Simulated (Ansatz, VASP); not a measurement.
# CsAl20: VASP beside Ansatz

Wanted: the spread between two codes on one cell, functional and k mesh. The cell is taken from a series of runs on this material, whose earlier steps may have relaxed, scaled, displaced or heated it; both programs get it as it stands.

Program: Ansatz 0.2.0. Level of theory: plane waves, with VASP 6.6.1 beside it; single point at PBE. Results are calculated unless marked as measured.

## Step 1: Starting point

The cell holds 21 atoms: 1 Cs and 20 Al. Cell: a = 8.080 Å, b = 5.713 Å, c = 23.213 Å, α = 90.0°, β = 90.0°, γ = 90.0°. It derives from Al. As first built, before any earlier steps moved the atoms (in the runner's words): kind adsorbate; added Cs; site longbridge; coverage_ml 0.25; cell 2x2; faces one. Vacuum lies along c.

## Step 2: VASP: single point, PBE

A single point gives forces, pressure and levels at one fixed geometry, so differences don't come from the geometry; what else differs is listed under the comparison.

Lines of VASP's logs that name or quote its potential files are left out, and so is its time.

INCAR reads:

```
SYSTEM = CsAl20
PREC = Accurate
ENCUT = 400
EDIFF = 1E-06
NELM = 100
ISMEAR = -1
SIGMA = 0.05
LREAL = Auto
ALGO = Fast
GGA = PE
NBANDS = 55
LORBIT = 11
LWAVE = .FALSE.
LCHARG = .FALSE.
KPAR = 4
ISIF = 0
LDIPOL = .TRUE.
IDIPOL = 3
DIPOL = 0.5 0.5 0.455
LVHAR = .TRUE.
```

POSCAR reads:

```
CsAl20
1.0
    8.0800000000      0.0000000000      0.0000000000
    0.0000000000      5.7134227920      0.0000000000
    0.0000000000      0.0000000000     23.2134227920
Cs Al
1 20
Direct
    0.2500158643      0.0000000000      0.6820843872
    0.9855233301      0.0000000000      0.5633979725
    0.5144776356      0.0000000000      0.5633959203
    0.0013359733      0.5000000000      0.5689126824
    0.4986639540      0.5000000000      0.5689125709
    0.2499994770      0.2493859677      0.5095997289
    0.7500008605      0.2568732713      0.5069507808
    0.2499994770      0.7506140323      0.5095997289
    0.7500008605      0.7431267287      0.5069507808
    0.0000000000      0.0000000000      0.4461518450
    0.5000000000      0.0000000000      0.4461518450
    0.0000000000      0.5000000000      0.4461518450
    0.5000000000      0.5000000000      0.4461518450
    0.2500000000      0.2500000000      0.3846203890
    0.7500000000      0.2500000000      0.3846203890
    0.2500000000      0.7500000000      0.3846203890
    0.7500000000      0.7500000000      0.3846203890
    0.0000000000      0.0000000000      0.3230889330
    0.5000000000      0.0000000000      0.3230889330
    0.0000000000      0.5000000000      0.3230889330
    0.5000000000      0.5000000000      0.3230889330
```

KPOINTS reads:

```
Automatic mesh
0
Gamma
6 8 1
0 0 0
```

The projector-augmented-wave data sets are Cs_sv and Al (PBE family, release 64).

Command:

```console
$ mpirun -np 4 vasp_std
```

Numbers of over 12 decimals in the logs are rounded to 6 here.

Log:

```text
[banner, memory and clock lines left out]
running    4 mpi-ranks, on    1 nodes
 distrk:  each k-point on    1 cores,    4 groups
 distr:  one band on    1 cores,    1 groups

 POSCAR found type information on POSCAR CsAl
 POSCAR found :  2 types and      21 ions
 LDA part: xc-table for (Slater+PW92), standard interpolation
 POSCAR, INCAR and KPOINTS ok, starting setup
 FFT: planning ... GRIDC
 FFT: planning ... GRID_SOFT
 FFT: planning ... GRID
 WAVECAR not read
 entering main loop
       N       E                     dE             d eps       ncg     rms          rms(c)
DAV:   1     0.247953627671E+03    0.24795E+03   -0.18017E+04  2208   0.721E+02
DAV:   2    -0.484693205225E+02   -0.29642E+03   -0.28332E+03  2998   0.145E+02
DAV:   3    -0.753658179331E+02   -0.26896E+02   -0.26401E+02  2680   0.408E+01
DAV:   4    -0.764014315559E+02   -0.10356E+01   -0.10339E+01  2896   0.102E+01
DAV:   5    -0.764787541746E+02   -0.77323E-01   -0.77318E-01  3507   0.271E+00    0.685E+00
RMM:   6    -0.719670472081E+02    0.45117E+01   -0.78241E+00  2364   0.298E+00    0.359E+00
RMM:   7    -0.712955298552E+02    0.67152E+00   -0.16367E+00  2847   0.228E+00    0.185E+00
RMM:   8    -0.712705422359E+02    0.24988E-01   -0.93220E-01  3040   0.156E+00    0.128E+00
RMM:   9    -0.710237815738E+02    0.24676E+00   -0.25393E-01  3493   0.885E-01    0.727E-01
RMM:  10    -0.709753958202E+02    0.48386E-01   -0.88334E-02  3036   0.591E-01    0.248E-01
RMM:  11    -0.709661891871E+02    0.92066E-02   -0.59115E-02  3443   0.381E-01    0.206E-01
RMM:  12    -0.709688916033E+02   -0.27024E-02   -0.18247E-02  3318   0.233E-01    0.113E-01
RMM:  13    -0.709711317283E+02   -0.22401E-02   -0.70571E-03  3197   0.158E-01    0.543E-02
RMM:  14    -0.709737068874E+02   -0.25752E-02   -0.29625E-03  3160   0.103E-01    0.318E-02
RMM:  15    -0.709747165898E+02   -0.10097E-02   -0.12906E-03  3269   0.627E-02    0.230E-02
RMM:  16    -0.709751544322E+02   -0.43784E-03   -0.54372E-04  3283   0.387E-02    0.109E-02
RMM:  17    -0.709753624329E+02   -0.20800E-03   -0.22939E-04  3176   0.244E-02    0.757E-03
RMM:  18    -0.709755344881E+02   -0.17206E-03   -0.86385E-05  3083   0.164E-02    0.550E-03
RMM:  19    -0.709756378761E+02   -0.10339E-03   -0.34547E-05  2723   0.973E-03    0.341E-03
RMM:  20    -0.709756983885E+02   -0.60512E-04   -0.12198E-05  2507   0.612E-03    0.182E-03
RMM:  21    -0.709757215886E+02   -0.23200E-04   -0.47801E-06  2396   0.400E-03    0.774E-04
RMM:  22    -0.709757298773E+02   -0.82887E-05   -0.17438E-06  2249   0.271E-03    0.598E-04
RMM:  23    -0.709757320243E+02   -0.21470E-05   -0.57843E-07  2065   0.190E-03    0.533E-04
RMM:  24    -0.709757327111E+02   -0.68679E-06   -0.28007E-07  1931   0.148E-03
   1 F= -.70975733E+02 E0= -.70929961E+02  d E =-.915434E-01
```

Parts of OUTCAR (step 2):

```text
ion  position               nearest neighbor table
   1  0.250  0.000  0.682-
   2  0.986  0.000  0.563-  10 2.72   9 2.74   7 2.74   6 2.86   8 2.86   4 2.86   4 2.86
   3  0.514  0.000  0.563-  11 2.72   9 2.74   7 2.74   6 2.86   8 2.86   5 2.86   5 2.86
   4  0.001  0.500  0.569-   6 2.83   8 2.83  12 2.85   9 2.85   7 2.85   2 2.86   2 2.86
   5  0.499  0.500  0.569-   6 2.83   8 2.83  13 2.85   9 2.85   7 2.85   3 2.86   3 2.86
   6  0.250  0.249  0.510-   4 2.83   5 2.83   8 2.85   3 2.86   2 2.86   8 2.86  10 2.88  11 2.88
                            12 2.88  13 2.88  14 2.90
   7  0.750  0.257  0.507-   3 2.74   2 2.74   9 2.78  12 2.83  13 2.83  15 2.84   4 2.85   5 2.85
                            10 2.87  11 2.87   9 2.94
   8  0.250  0.751  0.510-   4 2.83   5 2.83   6 2.85   3 2.86   2 2.86   6 2.86  10 2.88  11 2.88
                            12 2.88  13 2.88  16 2.90
   9  0.750  0.743  0.507-   3 2.74   2 2.74   7 2.78  12 2.83  13 2.83  17 2.84   4 2.85   5 2.85
                            10 2.87  11 2.87   7 2.94
  10  0.000  0.000  0.446-   2 2.72  12 2.86  12 2.86  15 2.86  16 2.86  17 2.86  14 2.86  18 2.86
                             9 2.87   7 2.87   6 2.88   8 2.88
  11  0.500  0.000  0.446-   3 2.72  13 2.86  13 2.86  15 2.86  16 2.86  17 2.86  14 2.86  19 2.86
                             9 2.87   7 2.87   6 2.88   8 2.88
  12  0.000  0.500  0.446-   7 2.83   9 2.83   4 2.85  10 2.86  10 2.86  15 2.86  16 2.86  17 2.86
                            14 2.86  20 2.86   6 2.88   8 2.88
  13  0.500  0.500  0.446-   7 2.83   9 2.83   5 2.85  11 2.86  11 2.86  15 2.86  16 2.86  17 2.86
                            14 2.86  21 2.86   6 2.88   8 2.88
  14  0.250  0.250  0.385-  16 2.86  16 2.86  19 2.86  20 2.86  21 2.86  18 2.86  12 2.86  13 2.86
                            10 2.86  11 2.86   6 2.90
  15  0.750  0.250  0.385-   7 2.84  17 2.86  17 2.86  19 2.86  20 2.86  21 2.86  18 2.86  12 2.86
                            13 2.86  10 2.86  11 2.86
  16  0.250  0.750  0.385-  14 2.86  14 2.86  19 2.86  20 2.86  21 2.86  18 2.86  12 2.86  13 2.86
                            10 2.86  11 2.86   8 2.90
  17  0.750  0.750  0.385-   9 2.84  15 2.86  15 2.86  19 2.86  20 2.86  21 2.86  18 2.86  12 2.86
                            13 2.86  10 2.86  11 2.86
  18  0.000  0.000  0.323-  20 2.86  20 2.86  16 2.86  17 2.86  14 2.86  15 2.86  10 2.86
  19  0.500  0.000  0.323-  21 2.86  21 2.86  16 2.86  17 2.86  14 2.86  15 2.86  11 2.86
  20  0.000  0.500  0.323-  18 2.86  18 2.86  16 2.86  17 2.86  14 2.86  15 2.86  12 2.86
  21  0.500  0.500  0.323-  19 2.86  19 2.86  16 2.86  17 2.86  14 2.86  15 2.86  13 2.86

  LATTYP: Found a simple orthorhombic cell.
 ALAT       =     5.7134227920
 B/A-ratio  =     1.4142135624
 C/A-ratio  =     4.0629625423

 Subroutine GETGRP returns: Found  2 space group operations
 (whereof  2 operations were pure point group operations)

The static configuration has the point symmetry C_1h.

 Found     20 irreducible k-points:

   k-points           NKPTS =     20   k-points in BZ     NKDIM =     20   number of bands    NBANDS=     55

   dimension x,y,z NGX =    54 NGY =   40 NGZ =  160
   dimension x,y,z NGXF=   108 NGYF=   80 NGZF=  320

   ENCUT  =  400.0 eV  29.40 Ry    5.42 a.u.  13.18  9.32 37.86*2*pi/ulx,y,z

   NELECT =      69.0000    total number of electrons

 k-points in reciprocal lattice and weights: Automatic mesh
   0.00000000  0.00000000  0.00000000       0.021
   0.16666667  0.00000000  0.00000000       0.042
   0.33333333  0.00000000  0.00000000       0.042
   0.50000000  0.00000000  0.00000000       0.021
   0.00000000  0.12500000  0.00000000       0.042
   0.16666667  0.12500000  0.00000000       0.083
   0.33333333  0.12500000  0.00000000       0.083
   0.50000000  0.12500000  0.00000000       0.042
   0.00000000  0.25000000  0.00000000       0.042
[...]
0.33333333  0.50000000  0.00000000       0.042
   0.50000000  0.50000000  0.00000000       0.021

 dipolmoment           0.000000      0.000000     -0.651345 electrons x Angstroem

 average (electrostatic) potential at core
       1 -52.5541       2 -79.8071       3 -79.8071       4 -79.9451       5 -79.9451
       6 -79.8895       7 -79.8016       8 -79.8895       9 -79.8016      10 -79.8561
      11 -79.8561      12 -79.8864      13 -79.8864      14 -79.8855      15 -79.8726
      16 -79.8855      17 -79.8726      18 -80.0039      19 -80.0039      20 -80.0142
      21 -80.0142

 E-fermi :   0.7927

 k-point     1 :       0.0000    0.0000    0.0000
  band No.  band energies     occupation
    ...
     31      -0.3408      2.00000
     32      -0.1731      2.00000
     33      -0.0522      2.00000
     34      -0.0152      2.00000
     35       0.5862      1.96836
     36       0.9840      0.04270
     37       1.0862      0.00563
     38       1.2373      0.00028
     39       1.3650      0.00002
     40       1.4188      0.00001
    ...

 k-point     2 :       0.1667    0.0000    0.0000
  band No.  band energies     occupation
    ...
     32      -0.2354      2.00000
     33      -0.2069      2.00000
     34       0.5914      1.96495
     35       0.7206      1.61757
     36       0.8380      0.57579
     37       1.0783      0.00659
     38       1.1965      0.00062
     39       1.3442      0.00003
     40       1.6700      0.00000
     41       1.7355      0.00000
    ...

 k-point     3 :       0.3333    0.0000    0.0000
  band No.  band energies     occupation
    ...
     33       0.1245      2.00000
     34       0.5394      1.98747
     35       0.5420      1.98680
     36       0.7104      1.67702
     37       0.7625      1.29350
     38       0.9748      0.05115
     39       1.2575      0.00018
     40       1.4474      0.00000
     41       1.5777      0.00000
     42       1.8410      0.00000
    ...

  energy-cutoff  :      400.00
  volume of cell :     1071.64
      direct lattice vectors                 reciprocal lattice vectors
     8.080000000  0.000000000  0.000000000     0.123762376  0.000000000  0.000000000
     0.000000000  5.713422792  0.000000000     0.000000000  0.175026431  0.000000000
     0.000000000  0.000000000 23.213422792     0.000000000  0.000000000  0.043078524

 POSITION                                       TOTAL-FORCE (eV/Angst)
 -----------------------------------------------------------------------------------
      2.02013      0.00000     15.83351        -0.000135      0.000000      0.004068
      7.96303      0.00000     13.07840        -0.025824      0.000000     -0.109006
      4.15698      0.00000     13.07835         0.025879      0.000000     -0.108831
      0.01079      2.85671     13.20641         0.025490      0.000000     -0.076102
      4.02920      2.85671     13.20641        -0.025476      0.000000     -0.076108
      2.02000      1.42485     11.82955         0.000011      0.004500     -0.020915
      6.06001      1.46763     11.76806         0.000005     -0.001577     -0.022612
      2.02000      4.28858     11.82955         0.000011     -0.004500     -0.020915
      6.06001      4.24580     11.76806         0.000005      0.001577     -0.022612
      0.00000      0.00000     10.35671         0.011347      0.000000     -0.225199
      4.04000      0.00000     10.35671        -0.011338      0.000000     -0.225294
      0.00000      2.85671     10.35671         0.108948      0.000000     -0.000925
      4.04000      2.85671     10.35671        -0.108939      0.000000     -0.000905
      2.02000      1.42836      8.92836        -0.000000     -0.008333     -0.053049
      6.06000      1.42836      8.92836         0.000004     -0.047293     -0.121914
      2.02000      4.28507      8.92836        -0.000000      0.008333     -0.053049
      6.06000      4.28507      8.92836         0.000004      0.047293     -0.121914
      0.00000      0.00000      7.50000        -0.013208      0.000000      0.310331
      4.04000      0.00000      7.50000         0.013210      0.000000      0.310332
      0.00000      2.85671      7.50000         0.019134      0.000000      0.317299
      4.04000      2.85671      7.50000        -0.019128      0.000000      0.317317
 -----------------------------------------------------------------------------------
    total drift:                               -0.000027     -0.000000     -0.001973

  FREE ENERGIE OF THE ION-ELECTRON SYSTEM (eV)
  ---------------------------------------------------
  free  energy   TOTEN  =       -70.9757327111 eV

  energy  without entropy=      -70.8841892915  energy(sigma->0) =      -70.92996100

 vacuum level on the upper side and lower side of the slab         2.156         4.709

 total charge
# of ion       s       p       d       tot
------------------------------------------
    1        1.849   4.673   0.046   6.568
    2        0.472   0.315   0.000   0.787
    3        0.472   0.315   0.000   0.787
    4        0.471   0.291   0.000   0.762
    5        0.471   0.291   0.000   0.762
    6        0.435   0.331   0.000   0.765
    7        0.433   0.346   0.000   0.779
    8        0.435   0.331   0.000   0.765
    9        0.433   0.346   0.000   0.779
   10        0.426   0.348   0.000   0.775
   11        0.426   0.348   0.000   0.775
   12        0.427   0.344   0.000   0.771
   13        0.427   0.344   0.000   0.771
   14        0.434   0.331   0.000   0.765
   15        0.433   0.334   0.000   0.766
   16        0.434   0.331   0.000   0.765
   17        0.433   0.334   0.000   0.766
   18        0.479   0.280   0.000   0.759
   19        0.479   0.280   0.000   0.759
   20        0.481   0.279   0.000   0.760
   21        0.481   0.279   0.000   0.760
--------------------------------------------------
tot         10.830  11.073   0.046  21.949

[... 3 further parts left out ...]
```

(Continued in part 2 of 2.)

[Lines on the potential files, build, host, timing and source positions are cut from VASP's logs without a mark.]

[Logs are printed without paths, hosts, clocks, repeated set-up lines and the standing remarks that a program may print on its own settings, such as how far it seeks lower states.]

[Hosts, paths, dates, database ids (printed as entryN), source tags and the programs' standing remarks are cut or masked in the printed files.]
